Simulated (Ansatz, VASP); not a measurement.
# Two plane-wave programs on AlBN

```
Al B N
1.0
     2.64499    0.00000    0.00000
     0.00000    2.64499    0.00000
     0.00000    0.00000    5.42031
Al B N
1 1 1
Direct
  0.50000 0.50000 0.00000
  0.50000 0.50000 0.50000
  0.00000 0.00000 0.00000
```

Alike in both runs: functional PBE; k mesh 18 × 18 × 10; occupations gaussian, width 0.1 eV; no spin polarisation.

Ansatz relaxed the structure, and its values are those at the end. VASP's run is a single point on that final structure, the one shown.

|  | VASP | Ansatz |
| --- | --- | --- |
| version | VASP 6.6.1 | Ansatz 0.2.0 |
| potentials or method | VASP PAW PBE potentials, release 64 (Al, B, N) | scalar-relativistic, plane waves, PAW |
| plane-wave cutoff (eV) | 520 | 420 |
| valence electrons in the cell | 11 | 11 |

```csv
,VASP,Ansatz,Ansatz less VASP
gap on the k mesh at the Fermi level (eV),none,none,-
pressure (GPa),-0.1,0.0,+0.09
```

A gap of «none» marks a metal or a gap that the smearing closes.
